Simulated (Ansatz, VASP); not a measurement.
One calculation of Au3SI, two programs

```
CELL_PARAMETERS angstrom
5.63937 0.00000 0.00000
0.00000 5.63937 0.00000
0.00000 0.00000 5.63937
ATOMIC_POSITIONS crystal
I 0.00000 0.00000 0.00000
S 0.50000 0.50000 0.50000
Au 0.50000 0.50000 0.00000
Au 0.50000 0.00000 0.50000
Au 0.00000 0.50000 0.50000
```

The cell comes from a database or a generator and needn't be the stable form of this composition.

Alike in both runs: task single point; functional PBEsol; k mesh 4 × 4 × 4; occupations gaussian, width 0.05 eV; no spin polarisation.

```csv
,VASP,Ansatz
version,VASP 6.6.1,Ansatz 0.2.0
potentials or method,"VASP PAW PBE potentials, release 64 (I, S, Au)","scalar-relativistic, plane waves, PAW"
plane-wave cutoff (eV),520,420
valence electrons in the cell,46,80
```

|  | VASP | Ansatz | Ansatz less VASP |
| --- | --- | --- | --- |
| gap on the k mesh at the Fermi level (eV) | none | none | - |
| pressure (GPa) | -10.2 | -10.1 | +0.03 |

A gap of «none» marks a metal or a gap that the smearing closes. The two sets of potentials don't hold the same shells in valence.

Caveats: the PAW data sets were made with another functional, which shifts forces and pressure a little (VASP). The runs have no spin-orbit coupling, so splittings on Au, I are missing.
